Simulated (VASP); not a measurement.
A run of VASP 6.6.1 is set up as follows.

File INCAR:

```
  ALGO = Fast
  DIPOL = 0.5 0.5 0.275
  EDIFF = 1E-6
  ENCUT = 520
  GGA = PE
  IDIPOL = 3
  ISIF = 2
  ISMEAR = 0
  LASPH = True
  LCHARG = True
  LDIPOL = True
  LELF = True
  LREAL = False
  LVACPOTAV = True
  LVHAR = True
  LWAVE = False
  NBANDS = 25
  NELM = 100
  PREC = Accurate
  SIGMA = 0.01
```

The input KPOINTS:

```
k-points
0
Gamma
  6 6 1
```

File POSCAR:

```
Si3Sb2As2
1.0
    5.5002018445     -0.0000002706      0.0000000000
   -2.7501006879      4.7633146585      0.0000000000
    0.0000000000      0.0000000000     32.5755881109
Si Sb As
3 2 2
Direct
    0.5000000000      0.5000000000      0.2700054060
    0.5000000000      0.0000000000      0.2700054060
    1.0000000000      0.5000000000      0.2700054060
    0.6666666667      0.3333333333      0.3444336925
    0.3333333333      0.6666666667      0.3444336925
    0.6666666667      0.3333333333      0.2120143602
    0.3333333333      0.6666666667      0.2120143602
```

Potentials or basis: VASP PAW PBE potentials, release 64 (Si, Sb, As).

The run is started by

```console
$ cat potpaw_PBE.64/Si/POTCAR potpaw_PBE.64/Sb/POTCAR potpaw_PBE.64/As/POTCAR > POTCAR
$ mpirun -np 1 vasp_std > vasp.out
```

Estimate the largest force.

0.101 eV/Å.

Predict the ionisation potential of the upper face.

3.75 eV.

Predict the band gap on the k mesh.

0.08 eV, indirect (least direct gap 0.26 eV).

Forces on the atoms (eV/Å):
```
Si   0.000  0.000  0.021
Si   0.000  0.000  0.021
Si   0.000  0.000  0.021
Sb   0.000  0.000  0.070
Sb   0.000  0.000  0.070
As   0.000  0.000 -0.101
As   0.000  0.000 -0.101
```

Caveat: spin-orbit coupling is left out, which moves the levels of the heavy elements. Expect the measured gap to be larger: semilocal functionals such as PBE lack the derivative discontinuity.
